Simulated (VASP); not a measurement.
```yaml
crystal:
  lattice:
    - [2.87404, -2.10031, 0.00000]
    - [2.87404, 2.10031, 0.00000]
    - [-1.04317, 0.00000, 6.20712]
  atoms:
    - { symbol: Sn, position: [0.00000, 0.50000, 0.00000] }
    - { symbol: Sn, position: [0.50000, 0.00000, 0.50000] }
    - { symbol: O, position: [0.58160, 0.41840, 0.25000] }
    - { symbol: O, position: [0.41840, 0.58160, 0.75000] }
```

These are PW91 GGA, VASP's PBE PAW potentials (set 64) (plane waves; VASP) values and carry that method's errors. Settings: 520 eV cut-off, 6×6×4 Γ-centred mesh, Gaussian smearing of 0.050 eV, potentials Sn_d O.

Problem. Which forces act on the atoms, in eV/Å?

Solution. 
```
atom     Fx      Fy     Fz
----  -----  ------  -----
Sn1   0.000   0.000  0.000
Sn2   0.000   0.000  0.000
O3    0.000   0.196  0.000
O4    0.000  -0.196  0.000
```

Problem. Give the stress tensor in GPa (positive for a compressed cell).

Solution. 
```
-7.09   0.00   1.02
 0.00  -3.27   0.00
 1.02   0.00  -0.80
```
The pressure is its mean diagonal, -3.72 GPa.

The structure was generated: SnO was put into the tenorite type (C2/c), which need not be its known phase. The cell was not relaxed at this level. The k-mesh is coarse (spacing up to 0.31 per Å, 2π included), so the numbers may not be converged in it. The run is one of a series of settings (GGA = 91 against the base run), some of them coarse on purpose.
